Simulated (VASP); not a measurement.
The system is GeCl2.

```
Ge Cl
1.0
     3.88199    0.00000    0.00000
    -1.94100    3.36190    0.00000
     0.00000    0.00000   13.21138
Ge Cl
2 4
Direct
  0.00000 0.00000 0.00000
  0.00000 0.00000 0.50000
  0.66667 0.33333 0.11288
  0.33333 0.66667 0.88712
  0.66667 0.33333 0.38712
  0.33333 0.66667 0.61288
```

The cell was built by a generator and needn't be a form met in nature.

| Property | Result |
| --- | --- |
| Program | VASP 6.6.1 |
| Task | single point |
| Functional | PBE |
| Potentials or basis | VASP PAW PBE potentials, release 64 (Ge_d, Cl) |
| Cutoff | 520 eV |
| k mesh | 8 × 8 × 2 |
| Occupations | fermi-dirac, width 0.05 eV |
| Spin | no spin polarisation |

On this cell: pressure 0.8 GPa; largest force 0.009 eV/Å; band gap on the k mesh 2.57 eV, indirect (least direct gap 2.88 eV).

The same run follows on a disturbed copy (atoms moved at random, drawn with an rms of 0.05 Å):

```
Ge Cl
1.0
     3.88199    0.00000    0.00000
    -1.94100    3.36190    0.00000
     0.00000    0.00000   13.21138
Ge Cl
2 4
Direct
  0.00234 0.00054 0.00094
  0.01171 0.00421 0.50211
  0.66346 0.32706 0.11326
  0.32760 0.67865 0.88998
  0.67339 0.34409 0.38712
  0.33829 0.67212 0.61113
```

What does the disturbed cell give?

The energy moves by +2.3 meV/atom; pressure 1.1 GPa; largest force 0.320 eV/Å; band gap on the k mesh 2.55 eV, indirect (least direct gap 2.89 eV).

Forces in eV/Å, atoms in the order of the input:
```
Ge  -0.008  0.005  0.104
Ge  -0.007  0.000 -0.320
Cl  -0.073  0.092  0.027
Cl   0.080 -0.097 -0.144
Cl   0.004 -0.025  0.111
Cl   0.004  0.025  0.223
```

Stress tensor (GPa, compression positive):
```
 1.25 -0.11 -0.21
-0.11  1.05  0.34
-0.21  0.34  1.09
```

Caveats: this functional lacks dispersion, which binds the layers, so the pressure and a relaxed spacing across them are unreliable (some runs).

A k mesh can miss the band edges.
